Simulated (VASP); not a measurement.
# SrTiO3 (Pm-3m) in VASP: a series of runs, part 2 of 2

VASP 6.6.1. Earlier steps stand in the parts before.

**4. Band structure, PBE, non-collinear spin, zero start, spin-orbit coupling**

Input file POSCAR:

```
SrTiO3                                  
1.0
    3.9029101995      0.0000000000      0.0000000000
   -0.0000000000      3.9029101995      0.0000000000
    0.0000000000      0.0000000000      3.9029101995
  Sr              Ti              O             
     1     1     3
Direct
     0.0000000000000000    0.0000000000000000    0.0000000000000000
     0.5000000000000000    0.5000000000000000    0.5000000000000000
     0.5000000000000000    0.5000000000000000    0.0000000000000000
     0.0000000000000000    0.5000000000000000    0.5000000000000000
     0.5000000000000000    0.0000000000000000    0.5000000000000000
```

Input file INCAR.step1:

```
SYSTEM = SrTiO3
PREC = Accurate
ENCUT = 520
EDIFF = 1E-6
ISMEAR = 0
SIGMA = 0.02
LREAL = .False.
LASPH = .True.
NELM = 100
ALGO = Normal
ISIF = 2
LWAVE = .False.
LCHARG = .True.
LNONCOLLINEAR = .True.
MAGMOM = 0 0 0 0 0 0 0 0 0 0 0 0 0 0 0
LORBIT = 11
LSORBIT = .True.
GGA_COMPAT = .False.
LMAXMIX = 4
GGA = PE
```

Input file KPOINTS.step1:

```
Automatic mesh
0
Gamma
  8 8 8
  0 0 0
```

Input file INCAR.step2:

```
SYSTEM = SrTiO3
PREC = Accurate
ENCUT = 520
EDIFF = 1E-6
ISMEAR = 0
SIGMA = 0.05
LREAL = .False.
LASPH = .True.
NELM = 100
ALGO = Normal
ISIF = 2
LWAVE = .False.
LCHARG = .False.
LNONCOLLINEAR = .True.
MAGMOM = 0 0 0 0 0 0 0 0 0 0 0 0 0 0 0
LORBIT = 11
LSORBIT = .True.
GGA_COMPAT = .False.
LMAXMIX = 4
GGA = PE
ICHARG = 11
```

Input file KPOINTS.step2:

```
path GXMGRX,MR
10
line-mode
reciprocal
 0.0000000000  0.0000000000  0.0000000000  G
 0.0000000000  0.5000000000  0.0000000000  X

 0.0000000000  0.5000000000  0.0000000000  X
 0.5000000000  0.5000000000  0.0000000000  M

 0.5000000000  0.5000000000  0.0000000000  M
 0.0000000000  0.0000000000  0.0000000000  G

 0.0000000000  0.0000000000  0.0000000000  G
 0.5000000000  0.5000000000  0.5000000000  R

 0.5000000000  0.5000000000  0.5000000000  R
 0.0000000000  0.5000000000  0.0000000000  X

 0.5000000000  0.5000000000  0.0000000000  M
 0.5000000000  0.5000000000  0.5000000000  R
```

Potentials or basis: VASP PAW PBE potentials, release 64 (Sr_sv, Ti_sv, O).

The run is started by

```
cat potpaw_PBE.64/Sr_sv/POTCAR potpaw_PBE.64/Ti_sv/POTCAR potpaw_PBE.64/O/POTCAR > POTCAR
cp INCAR.step1 INCAR
cp KPOINTS.step1 KPOINTS
mpirun -np 1 vasp_ncl > vasp.out
cp INCAR.step2 INCAR
cp KPOINTS.step2 KPOINTS
mpirun -np 1 vasp_ncl > vasp.out
```

OUTCAR:

```text
SYSTEM = SrTiO3
   PREC = Accurate
   ENCUT = 520
   EDIFF = 1E-6
   ISMEAR = 0
   LREAL = .False.
   LASPH = .True.
   NELM = 100
   ISIF = 2
   LNONCOLLINEAR = .True.
   LORBIT = 11
   LSORBIT = .True.
   GGA = PE
   ICHARG = 11

 ion  position               nearest neighbor table
   1  0.000  0.000  0.000-   3 2.76   4 2.76   5 2.76   4 2.76   5 2.76   3 2.76   4 2.76   4 2.76
                             3 2.76   5 2.76   5 2.76   3 2.76   2 3.38   2 3.38   2 3.38   2 3.38
   2  0.500  0.500  0.500-   3 1.95   4 1.95   5 1.95   3 1.95   5 1.95   4 1.95   1 3.38   1 3.38
                             1 3.38   1 3.38   1 3.38   1 3.38   1 3.38   1 3.38
   3  0.500  0.500  0.000-   2 1.95   2 1.95   1 2.76   1 2.76   1 2.76   1 2.76
   4  0.000  0.500  0.500-   2 1.95   2 1.95   1 2.76   1 2.76   1 2.76   1 2.76
   5  0.500  0.000  0.500-   2 1.95   2 1.95   1 2.76   1 2.76   1 2.76   1 2.76

  LATTYP: Found a simple cubic cell.
 ALAT       =     3.9029101995

  Lattice vectors:

 A1 = (   3.9029101995,   0.0000000000,   0.0000000000)
 A2 = (   0.0000000000,   3.9029101995,   0.0000000000)
 A3 = (   0.0000000000,   0.0000000000,   3.9029101995)

Analysis of symmetry for initial positions (statically):
=====================================================================
 Subroutine PRICEL returns:
 Original cell was already a primitive cell.

[... 1534 lines left out ...]
 l=   2
     0.0000000     0.0000000     0.0000000     0.0000000     0.0000000
     0.0000000     0.0000000     0.0000000     0.0000000     0.0000000
     0.0000000     0.0000000     0.0000000     0.0000000     0.0000000
     0.0000000     0.0000000     0.0000000     0.0000000     0.0000000
     0.0000000     0.0000000     0.0000000     0.0000000     0.0000000
 l=   3
     0.0000000     0.0000000     0.0000000     0.0000000     0.0000000     0.0000000     0.0000000
     0.0000000     0.0000000     0.0000000     0.0000000     0.0000000     0.0000000     0.0000000
     0.0000000     0.0000000     0.0000000     0.0000000     0.0000000     0.0000000     0.0000000
     0.0000000     0.0000000     0.0000000     0.0000000     0.0000000     0.0000000     0.0000000
     0.0000000     0.0000000     0.0000000     0.0000000     0.0000000     0.0000000     0.0000000
     0.0000000     0.0000000     0.0000000     0.0000000     0.0000000     0.0000000     0.0000000
     0.0000000     0.0000000     0.0000000     0.0000000     0.0000000     0.0000000     0.0000000

 total charge

# of ion       s       p       d       tot
------------------------------------------
    1        1.991   5.831   0.163   7.986
    2        2.224   6.336   1.630  10.190
    3        1.559   3.573   0.000   5.131
    4        1.559   3.573   0.000   5.131
    5        1.559   3.573   0.000   5.131
--------------------------------------------------
tot          8.893  22.884   1.793  33.570

 magnetization (x)

# of ion       s       p       d       tot
------------------------------------------
    1        0.000  -0.000  -0.000  -0.000
    2        0.000   0.000   0.000   0.000
    3       -0.000  -0.000   0.000  -0.000
    4       -0.000  -0.000   0.000  -0.000
    5       -0.000   0.000   0.000   0.000
--------------------------------------------------
tot         -0.000   0.000   0.000  -0.000

 magnetization (y)

# of ion       s       p       d       tot
------------------------------------------
    1       -0.000  -0.000  -0.000  -0.000
    2        0.000   0.000  -0.000   0.000
    3        0.000  -0.000   0.000  -0.000
    4       -0.000  -0.000   0.000  -0.000
    5       -0.000  -0.000   0.000  -0.000
--------------------------------------------------
tot         -0.000  -0.000  -0.000  -0.000

 magnetization (z)

# of ion       s       p       d       tot
------------------------------------------
    1       -0.000  -0.000   0.000  -0.000
    2        0.000  -0.000   0.000   0.000
    3       -0.000  -0.000   0.000  -0.000
    4       -0.000   0.000   0.000  -0.000
    5       -0.000   0.000   0.000  -0.000
--------------------------------------------------
tot         -0.000  -0.000   0.000  -0.000
```

OSZICAR.step1:

```text
N       E                     dE             d eps       ncg     rms          rms(c)
DAV:   1     0.514133058415E+03    0.51413E+03   -0.20575E+04  3360   0.185E+03
DAV:   2     0.266784190892E+02   -0.48745E+03   -0.46457E+03  3768   0.537E+02
DAV:   3    -0.461202310690E+02   -0.72799E+02   -0.71668E+02  4520   0.196E+02
DAV:   4    -0.502236008314E+02   -0.41034E+01   -0.40991E+01  4880   0.448E+01
DAV:   5    -0.504402712996E+02   -0.21667E+00   -0.21661E+00  4952   0.808E+00    0.306E+01
DAV:   6    -0.400124881505E+02    0.10428E+02   -0.59017E+01  4920   0.758E+01    0.195E+01
DAV:   7    -0.402244216090E+02   -0.21193E+00   -0.90711E+00  4496   0.249E+01    0.128E+01
DAV:   8    -0.402567005617E+02   -0.32279E-01   -0.17407E+00  4520   0.162E+01    0.348E+00
DAV:   9    -0.401662742144E+02    0.90426E-01   -0.45885E-01  4568   0.801E+00    0.921E-01
DAV:  10    -0.401691438139E+02   -0.28696E-02   -0.94499E-02  4184   0.248E+00    0.736E-01
DAV:  11    -0.401652346714E+02    0.39091E-02   -0.21661E-02  5080   0.168E+00    0.150E-01
DAV:  12    -0.401652706850E+02   -0.36014E-04   -0.22718E-03  4136   0.358E-01    0.991E-02
DAV:  13    -0.401653384752E+02   -0.67790E-04   -0.10037E-03  4488   0.427E-01    0.871E-02
DAV:  14    -0.401652764693E+02    0.62006E-04   -0.55365E-04  4680   0.292E-01    0.306E-02
DAV:  15    -0.401652728039E+02    0.36653E-05   -0.24371E-05  4128   0.507E-02    0.184E-02
DAV:  16    -0.401652695216E+02    0.32823E-05   -0.13451E-05  4696   0.427E-02    0.374E-03
DAV:  17    -0.401652703508E+02   -0.82922E-06   -0.24720E-06  3536   0.138E-02
   1 F= -.40165270E+02 E0= -.40165270E+02  d E =-.274539E-29  mag=    -0.0000    -0.0000    -0.0000
```

It took 5.3 min on 1 thread of Intel Xeon Platinum 8559C (Emerald Rapids), shared host; peak memory 0.42 GiB.

What came out:

```yaml
Net_moment: 0.00 μB per cell
```

Moments on the atoms (μB; x, y, z):
```
Sr  0.00 0.00 0.00
Ti  0.00 0.00 0.00
O   0.00 0.00 0.00
O   0.00 0.00 0.00
O   0.00 0.00 0.00
```

Caveat: the log is that of the step along the path at fixed density, whose energy, stress, charges and moments have no meaning.

**5. Band structure, PBE**

POSCAR is that of step 4.

Input file INCAR.step1:

```
SYSTEM = SrTiO3
PREC = Accurate
ENCUT = 520
EDIFF = 1E-6
ISMEAR = 0
SIGMA = 0.02
LREAL = .False.
LASPH = .True.
NELM = 100
ALGO = Normal
ISIF = 2
LWAVE = .False.
LCHARG = .True.
LMAXMIX = 4
GGA = PE
```

KPOINTS.step1 is that of step 4.

INCAR.step2, as its differences from that of step 4:

```diff
@@ -13,7 +13,2 @@
 LCHARG = .False.
-LNONCOLLINEAR = .True.
-MAGMOM = 0 0 0 0 0 0 0 0 0 0 0 0 0 0 0
-LORBIT = 11
-LSORBIT = .True.
-GGA_COMPAT = .False.
 LMAXMIX = 4
```

KPOINTS.step2 is that of step 4.

The run is started by

```
cat potpaw_PBE.64/Sr_sv/POTCAR potpaw_PBE.64/Ti_sv/POTCAR potpaw_PBE.64/O/POTCAR > POTCAR
cp INCAR.step1 INCAR
cp KPOINTS.step1 KPOINTS
mpirun -np 1 vasp_std > vasp.out
cp INCAR.step2 INCAR
cp KPOINTS.step2 KPOINTS
mpirun -np 1 vasp_std > vasp.out
```

Wall time 58 s (1 thread of Intel Xeon Platinum 8559C (Emerald Rapids), shared host); peak memory 0.21 GiB.

Results (log left out):

- Band gap on the k mesh: 1.86 eV, indirect (least direct gap 2.21 eV)
- Band gap along the path: 1.86 eV, indirect (least direct gap 2.21 eV)

Levels at the corners of the path, in eV from the valence-band top:
```tsv
point	band 18	band 19	band 20	band 21	band 22	band 23
Γ	-0.35	-0.35	-0.35	1.86	1.86	1.86
X	-1.99	-0.73	-0.73	2.03	3.79	3.79
X	-1.99	-0.73	-0.73	2.03	3.79	3.79
M	-1.57	-1.57	-0.09	3.80	3.80	4.25
M	-1.57	-1.57	-0.09	3.80	3.80	4.25
Γ	-0.35	-0.35	-0.35	1.86	1.86	1.86
Γ	-0.35	-0.35	-0.35	1.86	1.86	1.86
R	0.00	0.00	0.00	4.47	4.47	4.47
R	0.00	0.00	0.00	4.47	4.47	4.47
X	-1.99	-0.73	-0.73	2.03	3.79	3.79
M	-1.57	-1.57	-0.09	3.80	3.80	4.25
R	0.00	0.00	0.00	4.47	4.47	4.47
```

Caveat: the log is that of the step along the path at fixed density, whose energy, stress, charges and moments have no meaning.

**6. The runs side by side**

```csv
level,spin,k mesh,grid for exact exchange (PRECFOCK),screening parameter,gap on the mesh (eV),pressure (GPa)
r2SCAN+rVV10,off,8 × 8 × 8,-,-,2.27,0.2
HSE06,off,6 × 6 × 6,Fast,0.2 1/A,3.33,-0.6
PBE,"non-collinear, zero start, SOC",8 × 8 × 8,-,-,-,-
PBE,off,8 × 8 × 8,-,-,1.86,-
```

Alike in all rows: task band structure; potentials or basis VASP PAW PBE potentials, release 64 (Sr_sv, Ti_sv, O); cell as given; cutoff (eV) 520; smearing gaussian 0.02 eV.

On the cell as given the gap runs from 1.86 eV (PBE) to 3.33 eV (HSE06); the meshes differ, which moves gaps too.

Caveats: the PAW data sets were made with another functional, which shifts forces and pressure a little (some runs).

Total energies depend on the potentials used, so only differences within one code and one set of settings carry meaning.
